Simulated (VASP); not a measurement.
# Al2InN3 (P3m1) in VASP: notebook

Aim: see how the results for Al2InN3 move with the level of theory and the settings. Levels: PBE, r2SCAN. Tasks: relaxation of cell and atoms, single point.

All numbers are computed with VASP 6.6.1; they aren't measurements. Logs are shortened: lines on timing, memory, paths and dates and some standing lists are left out, and cuts for length are marked.

## (1) Starting point

It takes space group P3m1 (No. 156, trigonal). Conventional cell: a = 3.257 Å, b = 3.257 Å, c = 8.075 Å, α = 90.00°, β = 90.00°, γ = 120.00°. Around Al (site symmetry 3m) lie 4 N at 1.90 to 1.97 Å. Around Al (site symmetry 3m) lie 4 N at 1.87 to 1.97 Å. In (site symmetry 3m) has 4 N at 2.10 to 2.20 Å as nearest neighbours. N (site symmetry 3m) has 3 Al at 1.97 Å and 1 In at 2.20 Å as nearest neighbours. N (site symmetry 3m) has 4 Al at 1.90 to 1.97 Å as nearest neighbours. Around N (site symmetry 3m) lie 1 Al at 1.87 Å and 3 In at 2.10 Å.

The cell was built by a generator and needn't be a form met in nature.

## (2) Relaxation of cell and atoms, PBE

File INCAR:

```
SYSTEM = Al2InN3
ALGO = Normal
EDIFF = 1E-6
EDIFFG = -0.01
ENCUT = 520
GGA = PE
IBRION = 2
ISIF = 3
ISMEAR = 0
KPAR = 2
LASPH = .True.
LCHARG = .False.
LREAL = .False.
LWAVE = .False.
NELM = 120
NSW = 90
PREC = Accurate
SIGMA = 0.03
```

File KPOINTS:

```
k-points
0
Gamma
  8 8 4
  0 0 0
```

File POSCAR:

```
Al2InN3
1.0
    3.2572788400      0.0000000000      0.0000000000
   -1.6286394200      2.8208862200      0.0000000000
    0.0000000000      0.0000000000      8.0750000000
Al In N
2 1 3
Direct
    0.3333333300      0.6666666700      0.0133746100
    0.6666666700      0.3333333300      0.3229721400
    0.0000000000      0.0000000000      0.6689783300
    0.0000000000      0.0000000000      0.9420433400
    0.3333333300      0.6666666700      0.2485448900
    0.6666666700      0.3333333300      0.5540557300
```

Potentials or basis: VASP PAW PBE potentials, release 64 (Al, In_d, N).

The run is started by

```sh
$ cat potpaw_PBE.64/Al/POTCAR potpaw_PBE.64/In_d/POTCAR potpaw_PBE.64/N/POTCAR > POTCAR
$ mpirun -np 2 vasp_std > vasp.out
```

OUTCAR:

```text
SYSTEM = Al2InN3
   EDIFF = 1E-6
   EDIFFG = -0.01
   ENCUT = 520
   GGA = PE
   IBRION = 2
   ISIF = 3
   ISMEAR = 0
   LASPH = .True.
   LREAL = .False.
   NELM = 120
   NSW = 90
   PREC = Accurate

 ion  position               nearest neighbor table
   1  0.333  0.667  0.013-   5 1.90   4 1.97   4 1.97   4 1.97   2 3.13   2 3.13   2 3.13   3 3.36
                             3 3.36   3 3.36
   2  0.667  0.333  0.323-   6 1.87   5 1.97   5 1.97   5 1.97   1 3.13   1 3.13   1 3.13   3 3.37
                             3 3.37   3 3.37
   3  0.000  0.000  0.669-   6 2.10   6 2.10   6 2.10   4 2.20   1 3.36   1 3.36   1 3.36   2 3.37
                             2 3.37   2 3.37
   4  0.000  0.000  0.942-   1 1.97   1 1.97   1 1.97   3 2.20
   5  0.333  0.667  0.249-   1 1.90   2 1.97   2 1.97   2 1.97
   6  0.667  0.333  0.554-   2 1.87   3 2.10   3 2.10   3 2.10

  LATTYP: Found a hexagonal cell.
 ALAT       =     3.2572788400
 C/A-ratio  =     2.4790631680

  Lattice vectors:

 A1 = (   3.2572788400,   0.0000000000,   0.0000000000)
 A2 = (  -1.6286394200,   2.8208862200,   0.0000000000)
 A3 = (   0.0000000000,   0.0000000000,   8.0750000000)

Analysis of symmetry for initial positions (statically):
=====================================================================
 Subroutine PRICEL returns:
 Original cell was already a primitive cell.

 Routine SETGRP: Setting up the symmetry group for a
 hexagonal supercell.

 Subroutine GETGRP returns: Found  6 space group operations
 (whereof  6 operations were pure point group operations)
 out of a pool of 24 trial point group operations.

The static configuration has the point symmetry C_3v.

Analysis of symmetry for dynamics (positions and initial velocities):
=====================================================================
 Subroutine PRICEL returns:
 Original cell was already a primitive cell.

 Routine SETGRP: Setting up the symmetry group for a
 hexagonal supercell.

 Subroutine GETGRP returns: Found  6 space group operations
 (whereof  6 operations were pure point group operations)
 out of a pool of 24 trial point group operations.

The dynamic configuration has the point symmetry C_3v.

 Subroutine INISYM returns: Found  6 space group operations
 (whereof  6 operations are pure point group operations),
 and found     1 'primitive' translations

----------------------------------------------------------------------------------------

                                     Primitive cell

  volume of cell :      74.1964

  direct lattice vectors                    reciprocal lattice vectors
     3.257278840  0.000000000  0.000000000     0.307004727  0.177249262  0.000000000
[... 103 lines left out ...]
   TEBEG  =    0.0;   TEEND  =   0.0 temperature during run
   PSTRESS=    0.0 pullay stress
   NELECT =      34.0000    total number of electrons
   NUPDOWN=      -1.0000    fix difference up-down
   EMIN   =  10.00;   EMAX   =-10.00  energy-range for DOS
   EFERMI =   0.00;   METHOD = LEGACY
   ISMEAR =     0;   SIGMA  =   0.03  broadening in eV -4-tet -1-fermi 0-gaus
   EFERMI_NEDOS =   21; number of points for ismear=-14 and -15
   IALGO  =     38    algorithm
   IMIX   =      4    mixing-type and parameters
     AMIX     =   0.40;   BMIX     =  1.00
     AMIX_MAG =   1.60;   BMIX_MAG =  1.00
  volume/ion in A,a.u.               =      12.37        83.45
  Fermi-wavevector in a.u.,A,eV,Ry     =   1.262138  2.385095 21.673971  1.592992
  Thomas-Fermi vector in A             =   2.395561
   LORBIT       =      0    0 simple, 1 ext, 2 COOP (PROOUT), +10 PAW based schemes
   GGA     = PE    functional components
   LHFCALC =     F    Hartree Fock is set to
   AEXX    =    0.0000 exact exchange contribution
   IVDW    =     0    specifies the selected vdW correction
   LEPSILON=     F    determine dielectric tensor
   LRPA    =     F    only Hartree local field effects (RPA)
 conjugate gradient relaxation of ions
 non-spin polarized calculation
 Gauss-broadening in eV      SIGMA  =   0.03
  energy-cutoff  :      520.00
  volume of cell :       74.20
 maximum number of plane-waves:      2023
   NGX = 13   NGY = 13   NGZ = 31

--------------------------------------- Ionic step        1  -------------------------------------------

 number of electron      34.0000009 magnetization

 Free energy of the ion-electron system (eV)
  ---------------------------------------------------
  ext. energy  EPLUGINS =         0.00000000
  ---------------------------------------------------
  free energy    TOTEN  =       -39.72388822 eV

  energy without entropy =      -39.72388822  energy(sigma->0) =      -39.72388822

------------------------ aborting loop because EDIFF is reached ----------------------------------------

  FORCE on cell =-STRESS in cart. coord.  units (eV):
  Direction    XX          YY          ZZ          XY          YZ          ZX
  --------------------------------------------------------------------------------------
  -------------------------------------------------------------------------------------
  Total       -0.1210268     -0.1210268      0.0755890     -0.0000000      0.0000000      0.0000000
  in kB       -2.6134186     -2.6134186      1.6322476     -0.0000000      0.0000000      0.0000000
  external PRESSURE =      -1.1981965 kB  Pullay stress =       0.0000000 kB
[... 227 lines left out ...]
--------------------------------------- Ionic step        7  -------------------------------------------

 number of electron      34.0000007 magnetization

 Free energy of the ion-electron system (eV)
  ---------------------------------------------------
  ext. energy  EPLUGINS =         0.00000000
  ---------------------------------------------------
  free energy    TOTEN  =       -39.72443939 eV

  energy without entropy =      -39.72443939  energy(sigma->0) =      -39.72443939

 E-fermi :   6.8490     XC(G=0): -10.7878

 val. band max:        6.7148333721   @ k =   0.0000   0.0000   0.0000
 cond. band min:       7.7975190048   @ k =   0.0000   0.0000   0.0000
 fundamental gap:      1.0826856327
 Fermi energy:         6.8490031965

 k-point     1 :       0.0000    0.0000    0.0000
  band No.  band energies     occupation
      1      -8.6588      2.00000
      2      -8.2125      2.00000
      3      -7.2993      2.00000
      4      -6.8496      2.00000
      5      -6.8496      2.00000
      6      -6.4149      2.00000
[... 565 lines left out ...]
     20      12.6877      0.00000
     21      13.0493      0.00000

 [... further k-points ...]
[... 5 lines left out ...]
  --------------------------------------------------------------------------------------
  -------------------------------------------------------------------------------------
  Total        0.0124883      0.0124883      0.0029168      0.0000000      0.0000000      0.0000000
  in kB        0.2700035      0.2700035      0.0630638      0.0000000      0.0000000      0.0000000
  external PRESSURE =       0.2010236 kB  Pullay stress =       0.0000000 kB
[... 21 lines left out ...]
  FREE ENERGIE OF THE ION-ELECTRON SYSTEM (eV)
  ---------------------------------------------------
  free  energy   TOTEN  =       -39.7244393917 eV

  energy  without entropy=      -39.7244393917  energy(sigma->0) =      -39.72443939

 reached required accuracy - stopping structural energy minimisation
```

OSZICAR:

```text
N       E                     dE             d eps       ncg     rms          rms(c)
DAV:   1     0.275369722461E+03    0.27537E+03   -0.15887E+04  1470   0.177E+03
DAV:   2    -0.726370426976E+01   -0.28263E+03   -0.26884E+03  1630   0.424E+02
DAV:   3    -0.451484377379E+02   -0.37885E+02   -0.36941E+02  1837   0.144E+02
[... 44 lines left out ...]
       N       E                     dE             d eps       ncg     rms          rms(c)
DAV:   1    -0.397244457333E+02   -0.10284E-04   -0.83418E-04  1750   0.277E-01    0.168E-02
DAV:   2    -0.397244413820E+02    0.43512E-05   -0.25489E-05  1889   0.689E-02    0.872E-03
DAV:   3    -0.397244392725E+02    0.21096E-05   -0.39835E-06  1647   0.416E-02    0.280E-03
DAV:   4    -0.397244393917E+02   -0.11921E-06   -0.12057E-06   816   0.117E-02
   7 F= -.39724439E+02 E0= -.39724439E+02  d E =-.824421E-05
```

Wall time 67 s (2 MPI ranks of Intel Xeon Platinum 8488C (Sapphire Rapids), shared host); peak memory 0.21 GiB.

Results:

```yaml
Free_energy: -39.7244 eV
Relaxed_volume: 12.35 Å³/atom
Relaxed_cell: a = 3.254 Å, b = 3.254 Å, c = 8.082 Å, α = 90.00°, β = 90.00°, γ = 120.00°
Space_group_after_relaxing_to_0.05_Å: P3m1 (No. 156)
Energy_gained_by_relaxing: 0.1 meV/atom
Ionic_steps: 7
Pressure_after_relaxing: 0.0 GPa
Band_gap_on_the_k_mesh: 1.08 eV, direct
```

Step by step:
```csv
step,energy change (eV),largest force (eV/Å),pressure (GPa),volume (Å³)
1,0.0000,0.0998,-0.12,74.20
2,-0.0004,0.0624,0.01,74.10
3,-0.0004,0.0447,0.00,74.12
4,-0.0005,0.0107,0.03,74.10
5,-0.0005,0.0128,0.02,74.10
6,-0.0005,0.0111,0.00,74.11
7,-0.0006,0.0019,0.02,74.10
```

Final structure:
```yaml
crystal:
  lattice:
    - [3.25376, 0.00000, 0.00000]
    - [-1.62688, 2.81784, 0.00000]
    - [0.00000, 0.00000, 8.08246]
  atoms:
    - { symbol: Al, position: [0.33333, 0.66667, 0.01319] }
    - { symbol: Al, position: [0.66667, 0.33333, 0.32297] }
    - { symbol: In, position: [0.00000, 0.00000, 0.66966] }
    - { symbol: N, position: [0.00000, 0.00000, 0.94164] }
    - { symbol: N, position: [0.33333, 0.66667, 0.24839] }
    - { symbol: N, position: [0.66667, 0.33333, 0.55411] }
```

Caveat: spin-orbit coupling is left out, which moves the levels of the heavy elements.

[end of part 1 of 2]
